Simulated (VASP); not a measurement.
Crystal: TaMo2C3.

```
Ta Mo C
1.0
     3.86216    0.00000    0.00000
     0.00000    3.86216    0.00000
     0.00000    0.00000    7.05559
Ta Mo C
1 2 3
Direct
  0.00000 0.00000 0.38814
  0.50000 0.50000 0.13987
  0.50000 0.50000 0.74094
  0.50000 0.00000 0.76937
  0.00000 0.50000 0.76937
  0.50000 0.50000 0.42923
```

The cell was built by a generator and needn't be a form met in nature.

- Program: VASP 6.6.1
- Task: relaxation of cell and atoms
- Functional: PBE
- Potentials or basis: VASP PAW PBE potentials, release 64 (Ta_pv, Mo_sv, C)
- Cutoff: 520 eV
- k mesh: 5 × 5 × 3
- Occupations: gaussian, width 0.15 eV
- Spin: no spin polarisation

At the start: pressure -16.1 GPa; volume 17.54 Å³/atom.

Problem. Where does the relaxation end?

Solution. Over 23 steps the energy falls by 1502.7 meV/atom and the volume is 11.69 Å³/atom (-33.4 %); space group P4/mmm (No. 123, to 0.05 Å).

Step by step:
```tsv
step	energy change (eV)	largest force (eV/Å)	pressure (GPa)	volume (Å³)
1	0.0000	5.8308	-16.06	105.24
2	-0.5672	15.6051	34.45	80.61
3	-2.1193	4.3153	3.91	89.96
4	-2.1287	4.0071	5.26	89.29
5	-3.0442	11.6034	1.53	85.90
6	-3.2753	5.7522	1.41	86.84
7	-4.1550	6.8171	-5.13	85.94
8	-4.8479	8.8369	-13.66	84.50
9	-5.9748	5.6917	-26.81	81.00
10	-4.8306	3.7974	12.43	71.95
11	-6.3206	4.8635	-26.78	79.19
12	-7.4302	3.9720	-4.98	70.39
13	-7.4303	3.9611	-4.94	70.31
14	-7.9130	3.4025	-4.33	69.69
15	-8.7498	3.0901	5.98	67.58
16	-8.9882	0.8205	2.22	69.24
17	-8.9981	0.5683	2.09	69.62
18	-8.9780	1.3293	2.11	70.39
19	-8.9995	0.5033	2.00	69.74
20	-8.9997	0.6077	2.03	69.86
21	-9.0134	0.2308	-1.66	70.60
22	-9.0139	0.2590	-1.31	70.49
23	-9.0164	0.0782	0.08	70.13
```

Final structure:
```yaml
crystal:
  lattice:
    - [3.13876, 0.00000, 0.00000]
    - [0.00000, 3.13876, 0.00000]
    - [0.00000, 0.00000, 7.11872]
  atoms:
    - { symbol: Ta, position: [0.00000, 0.00000, 0.37164] }
    - { symbol: Mo, position: [0.50000, 0.50000, 0.06943] }
    - { symbol: Mo, position: [0.50000, 0.50000, 0.67636] }
    - { symbol: C, position: [0.50000, 0.00000, 0.87288] }
    - { symbol: C, position: [0.00000, 0.50000, 0.87288] }
    - { symbol: C, position: [0.50000, 0.50000, 0.37373] }
```

Caveat: the volume moved by over 15 % at a fixed basis, so the end points are rough.
